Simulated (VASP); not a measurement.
# Re (Rhenium): input slips in a relaxation and what they do, part 2 of 2

Some relaxations of Re (Rhenium) get a fault in the input on purpose. Which of them show, and how? The starting structure is a measured crystal structure from the Crystallography Open Database. The first relaxation on each setting starts from this cell expanded by 3 % in volume.

VASP 6.6.1.

Results so far: reference 14.56 Å³ an atom.

**5. Relaxation with an ionic step far too long (continued)**

Level of this step: PBEsol; plane waves and PAW (Re) (VASP).

From OUTCAR (step 5):

```text
  Total        0.0005002      0.0005002     -0.0082578      0.0000000      0.0000000      0.0000000
  in kB        0.0275261      0.0275261     -0.4544651      0.0000000      0.0000000      0.0000000
  external PRESSURE =      -0.1331377 kB  Pullay stress =       0.0000000 kB

 POSITION                                       TOTAL-FORCE (eV/Angst)
 -----------------------------------------------------------------------------------
      1.37528      0.79402      3.33244         0.000000     -0.000000     -0.000000
     -0.00000      1.58804      1.11081        -0.000000      0.000000      0.000000
 -----------------------------------------------------------------------------------
    total drift:                                0.000000     -0.000000     -0.000000

  FREE ENERGIE OF THE ION-ELECTRON SYSTEM (eV)
  ---------------------------------------------------
  free  energy   TOTEN  =       -26.7352226584 eV

  energy  without entropy=      -26.7354720531  energy(sigma->0) =      -26.73530579

[... 2 parts as in an earlier step ...]

[... 2 further parts left out ...]
[key lines of the parts left out:]
E-fermi :   7.8299
```

With an ionic step far too long the cell ends at 14.556 Å³ an atom, +0.00 % from the reference.

**6. Relaxation with a smearing far too wide**

A slip made on purpose: a smearing far too wide. Against step 2 the input has ISMEAR = 0 and SIGMA = 2 (also changed: NELM).

INCAR reads:

```
SYSTEM = Re
PREC = Accurate
ENCUT = 450
EDIFF = 1E-06
NELM = 60
ISMEAR = 0
SIGMA = 2
LREAL = .FALSE.
ALGO = Normal
GGA = PS
NBANDS = 13
LASPH = .TRUE.
LORBIT = 11
LWAVE = .FALSE.
LCHARG = .FALSE.
KPAR = 4
IBRION = 2
NSW = 50
ISIF = 3
EDIFFG = -0.006
```

POSCAR reads:

```
Re
1.0
    2.7881364313      0.0000000000      0.0000000000
   -1.3940682156      2.4145969787      0.0000000000
    0.0000000000      0.0000000000      4.5023434649
Re
2
Direct
    0.6666666667      0.3333333333      0.7500000000
    0.3333333333      0.6666666667      0.2500000000
```

KPOINTS reads:

```
Automatic mesh
0
Gamma
18 18 10
0 0 0
```

Potentials, in the order of the species: Re (PBE family, release 64).

The run is started by

```bash
$ mpirun -np 4 vasp_std
```

Output:

```text
[... set-up lines as in an earlier step ...]
 entering main loop
       N       E                     dE             d eps       ncg     rms          rms(c)
DAV:   1     0.149271006437E+02    0.14927E+02   -0.64015E+03 11444   0.124E+03
DAV:   2    -0.282566462856E+02   -0.43184E+02   -0.37796E+02  9663   0.269E+02
DAV:   3    -0.298637114942E+02   -0.16071E+01   -0.14791E+01 10162   0.598E+01
DAV:   4    -0.298898157637E+02   -0.26104E-01   -0.25667E-01  9069   0.476E+00
[...]
DAV:  10    -0.284753867108E+02    0.30797E-04   -0.64419E-05  9355   0.117E-01    0.188E-02
DAV:  11    -0.284753880732E+02   -0.13623E-05   -0.46980E-07  5932   0.173E-02    0.350E-03
DAV:  12    -0.284753876946E+02    0.37859E-06   -0.23016E-07  4881   0.147E-02
   1 F= -.28475388E+02 E0= -.26656514E+02  d E =-.284754E+02
[...]
2 F= -.28463414E+02 E0= -.26715888E+02  d E =0.119740E-01
[...]
3 F= -.28477100E+02 E0= -.26677359E+02  d E =-.171229E-02
[...]
4 F= -.28477390E+02 E0= -.26675569E+02  d E =-.289776E-03
[...]
5 F= -.28477473E+02 E0= -.26676325E+02  d E =-.373042E-03
[...]
reached required accuracy - stopping structural energy minimisation
```

The job ended after 71 s (4 MPI ranks of Intel Xeon Platinum 8259CL at 2.50GHz (Skylake/Cascade Lake), shared host; peak memory 0.74 GiB; 4.7 min of CPU time).

From OUTCAR (step 6):

```text
  Total       -0.0017006     -0.0017006      0.0034032     -0.0000000     -0.0000000      0.0000000
  in kB       -0.0904406     -0.0904406      0.1809950     -0.0000000     -0.0000000      0.0000000
  external PRESSURE =       0.0000379 kB  Pullay stress =       0.0000000 kB

 POSITION                                       TOTAL-FORCE (eV/Angst)
 -----------------------------------------------------------------------------------
      1.39433      0.80502      3.35486        -0.000000     -0.000000      0.000000
     -0.00000      1.61004      1.11829         0.000000      0.000000      0.000000
 -----------------------------------------------------------------------------------
    total drift:                                0.000000     -0.000000     -0.000000

  FREE ENERGIE OF THE ION-ELECTRON SYSTEM (eV)
  ---------------------------------------------------
  free  energy   TOTEN  =       -28.4774730297 eV

  energy  without entropy=      -24.8751778303  energy(sigma->0) =      -26.67632543

[... 2 parts as in an earlier step ...]

[... 2 further parts left out ...]
[key lines of the parts left out:]
E-fermi :   7.7961
```

With a smearing far too wide the cell ends at 15.063 Å³ an atom, +3.48 % from the reference; the bulk modulus is 328.1 GPa against 400.5 GPa.

**7. The runs compared**

```
                         run            ended  volume (Å³/atom)  change (%)  bulk modulus (GPa)  pressure left (GPa)  core minutes
                   reference        converged            14.556           -               400.5                -0.01          6.12
a loose electronic threshold    not converged                 -           -                   -                    -           9.8
    too few electronic steps  stopped by VASP                 -           -                   -                    -         0.947
  an ionic step far too long        converged            14.556         0.0                   -                -0.01          8.67
     a smearing far too wide        converged            15.063        3.48               328.1                  0.0          4.73
```

Core minutes are wall time times ranks, summed over the relaxations behind a row (those for a bulk modulus apart), on shared hosts.

**8. What came out**

```json
{"volume of the reference": "14.56 Å³/atom", "volume against the reference, an ionic step far too long": "+0.00 %", "volume against the reference, a smearing far too wide": "+3.48 %", "run with a loose electronic threshold": "not converged", "run with too few electronic steps": "stopped by VASP"}
```

In words: VASP stopped by itself in the run with too few electronic steps. The run with a loose electronic threshold didn't converge. Finished, but with signs in the output that stand out against the reference: an ionic step far too long, with the volume changed by less than 0.1 % (signs: an energy that rises by up to 27.9 eV an atom on the way); a smearing far too wide, with the volume changed by +3.5 % (signs: -2.0 GPa at the first ionic step (of the first relaxations, not shown; reference: -14.7 GPa) and a large entropy term in the energy). The reference was restarted once and the runs with a slip weren't, so their cells may not have settled fully. Further runs on this material are not shown.

[Lines on the potential files, build, host, timing and source positions are cut from VASP's logs without a mark.]

[Logs are printed without paths, hosts, clocks, repeated set-up lines and the standing remarks that a program may print on its own settings, such as how far it seeks lower states.]

[Hosts, paths, dates, database ids (printed as entryN), source tags and the programs' standing remarks are cut or masked in the printed files.]
